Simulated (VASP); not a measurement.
Computed with PBE0 hybrid, VASP's PBE PAW potentials (set 64) (plane waves; VASP 6.6.1).

A VASP calculation is set up with these files.

**POSCAR**
```
BP
1.0
  0.0000000000   2.2956539212   2.2956539212
  2.2956539212   0.0000000000   2.2956539212
  2.2956539212   2.2956539212   0.0000000000
B P
1 1
direct
  0.0000000000   0.0000000000   0.0000000000
  0.2500000000   0.2500000000   0.2500000000
```

### KPOINTS
```
Regular mesh
0
gamma
 8 8 8
0 0 0
```

**INCAR**
```
AEXX = 0.25
ALGO = Normal
EDIFF = 1E-6
ENCUT = 520
GGA = PE
HFRCUT = -1
ISIF = 2
ISMEAR = 0
ISYM = 3
LASPH = .True.
LCHARG = .False.
LHFCALC = .True.
LREAL = .False.
LWAVE = .False.
NELM = 60
PREC = Accurate
PRECFOCK = Fast
SIGMA = 0.05
SYSTEM = BP
```

POTCAR, in this order: B P (PBE.64 set). Program: vasp_std. Read from the step before: WAVECAR.

Predict the energy per atom (σ→0), pressure.

```
Quantity                       Result
---------------------  --------------
energy per atom (σ→0)  -7.873 eV/atom
pressure                   -77.4 kbar
```

**OSZICAR**
```
...
DAV:   3    -0.157454073311E+02    0.33597E-03   -0.38822E-04   608   0.154E-01    0.606E-01
DAV:   4    -0.157452664730E+02    0.14086E-03   -0.62707E-05   560   0.738E-02    0.341E-01
DAV:   5    -0.157452165236E+02    0.49949E-04   -0.15073E-05   616   0.386E-02    0.191E-01
DAV:   6    -0.157451994017E+02    0.17122E-04   -0.54078E-06   616   0.221E-02    0.106E-01
DAV:   7    -0.157451936992E+02    0.57026E-05   -0.19316E-06   464   0.131E-02    0.589E-02
DAV:   8    -0.157451918124E+02    0.18868E-05   -0.65670E-07   288   0.784E-03    0.327E-02
DAV:   9    -0.157451911957E+02    0.61665E-06   -0.24904E-07   288   0.470E-03
   1 F= -.15745191E+02 E0= -.15745191E+02  d E =-.572118E-18
```

The compound is BP in the zinc blende structure. This cell is one point of a volume scan, at 1.03 of the reference volume. The cell's shape comes from a PBE relaxation.
